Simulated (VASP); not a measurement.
An input for Quantum ESPRESSO's pw.x (written as the equivalent of a VASP run, and not itself run):

```
&CONTROL
  calculation = 'scf'
  pseudo_dir = './pseudo'
  outdir = './out'
  tprnfor = .true.
  tstress = .true.
/
&SYSTEM
  ibrav = 0
  nat = 8
  ntyp = 3
  ecutwfc = 80
  occupations = 'smearing'
  smearing = 'gaussian'
  degauss = 0.003675
  input_dft = 'pbe'
/
&ELECTRONS
  conv_thr = 7.3e-08
  electron_maxstep = 100
/
ATOMIC_SPECIES
  Al 26.982 Al.upf
  Sb 121.760 Sb.upf
  P 30.974 P.upf
CELL_PARAMETERS angstrom
     5.6873075    0.0000000    0.0000000
     0.0000000    5.6873075    0.0000000
     0.0000000   -0.0000000    5.6873075
ATOMIC_POSITIONS crystal
  Al   0.9865158  0.9865158  0.9865158
  Al   0.5134842  0.5134842  0.9865158
  Al   0.5134842  0.9865158  0.5134842
  Al   0.9865158  0.5134842  0.5134842
  Sb   0.2500000  0.2500000  0.2500000
  P    0.7500000  0.7500000  0.2500000
  P    0.7500000  0.2500000  0.7500000
  P    0.2500000  0.7500000  0.7500000
K_POINTS automatic
  4 4 4 0 0 0
```

Task: Translate this input to VASP (INCAR, KPOINTS, POSCAR, choice of POTCAR).

Result: This is not unique; one that fits is 
INCAR:
```
SYSTEM = Al4P3Sb
PREC = Accurate; ENCUT = 400; LREAL = .FALSE.
LASPH = .TRUE.
EDIFF = 1E-6; NELM = 100; ALGO = Normal
LMAXMIX = 4
ISMEAR = 0; SIGMA = 0.05
GGA = PE
LWAVE = .FALSE.; LCHARG = .TRUE.
```

POSCAR:
```
Al4P3Sb
1
    5.6873074556     0.0000000000     0.0000000000
    0.0000000000     5.6873074556     0.0000000000
    0.0000000000    -0.0000000000     5.6873074556
Al Sb P
4 1 3
Direct
  0.9865157980   0.9865157980   0.9865157980
  0.5134842020   0.5134842020   0.9865157980
  0.5134842020   0.9865157980   0.5134842020
  0.9865157980   0.5134842020   0.5134842020
  0.2500000000   0.2500000000   0.2500000000
  0.7500000000   0.7500000000   0.2500000000
  0.7500000000   0.2500000000   0.7500000000
  0.2500000000   0.7500000000   0.7500000000
```

**KPOINTS**
```
kpoints
0
Gamma
  4 4 4
```

POTCAR, in this order: Al Sb P (PBE.64 set). Program: vasp_std.

The two are equivalent in intent, not identical: the potentials are each code's own (VASP's PAW set, PseudoDojo norm-conserving files in pw.x), so ENCUT and ecutwfc are chosen apart and not converted; conv_thr bounds pw.x's estimated SCF error, while EDIFF bounds the energy change between steps.

The structure was generated: Al4P3Sb was put into an ordered model structure (P-43m), which need not be its known phase. It was relaxed first.
